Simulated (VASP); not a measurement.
Lattice constant a of fcc metals: measurement against r2SCAN

Computed values from VASP (plane waves, PAW); cells keep the symmetry of their structure type. Static lattice, each level at its own minimum.

Here x stands for r2SCAN a and y for measured a.

| solid | r2SCAN a (Å) | measured a (Å) | cut-off (eV) | basis of the measured value |
|---|---|---|---|---|
| Cu | 3.581 | 3.595 | 520 | 0 K, zero-point corrected |
| Rh | 3.806 | 3.794 | 520 | 0 K, zero-point corrected |
| Ir | 3.854 | ? | 520 | 0 K, zero-point corrected |
| Pt | 3.943 | 3.913 | 520 | 0 K, zero-point corrected |
| Al | 3.988 | 4.018 | 520 | 0 K, zero-point corrected |
| Ag | 4.105 | 4.062 | 520 | 0 K, zero-point corrected |

Fit y of the 5 rows that show it with a straight line. With u = x - 3.88, the rows have u = -0.29900, -0.07400, 0.06300, 0.10800, 0.22500. Means: u 0.0046000, y 3.8764. About the means, the sum of products is 0.14959 and the sum of squares of u is 0.16103; the slope is their ratio. Least squares gives y = 3.8721 + 0.9290·u. Residuals (row less fit): 0.0007, -0.0094, -0.0176, 0.0456, -0.0191; standard error 0.0308 (degrees of freedom: 3). The slope is 0.929 with a standard error of 0.077. Before the fit, r2SCAN less measured has mean 0.0082, mean absolute 0.0258 and median absolute 0.0300 Å over these 5 rows.

Task: Predict the withheld y at x = 3.854 from the fit, and compare with measurement.

Result: u = -0.02600, so y = 3.8721 + 0.9290 × (-0.02600) = 3.8479 Å. The measured value is 3.831 Å, 0.0169 Å below the prediction (3.6 % of the range of y in the table). The row lies between fitted rows. From the scatter of the fitted rows alone, a prediction at this place has a standard error of 0.0338 Å, so the miss is 0.5 times that.

Plain r2SCAN misses this row by 0.023 Å. The rows are a random draw of 6 from the 6 solids that have both values on this basis (zero-point corrected by the source), of 6 computed in this series. Not drawn: V to Ni and open 4f shells, rows kept for tests, unfit runs, cells that left their space group, values derived or compiled from fits, values whose temperature is given only as extrapolated, encyclopaedia, home-page and unnamed sources, sources from 2025 on. Measured values as quoted by these papers, many of them computational: Cu Gábor I. Csonka et al., Physical Review B (2009), arXiv:0903.4037; Rh Daniel Mejia-Rodriguez et al., Physical Review B (2018), arXiv:1807.09216; Ir Daniel Mejia-Rodriguez et al., Physical Review B (2018), arXiv:1807.09216; Pt Daniel Mejia-Rodriguez et al., Physical Review B (2018), arXiv:1807.09216; Al Daniel Mejia-Rodriguez et al., Physical Review B (2018), arXiv:1807.09216; Ag Daniel Mejia-Rodriguez et al., Physical Review B (2018), arXiv:1807.09216.
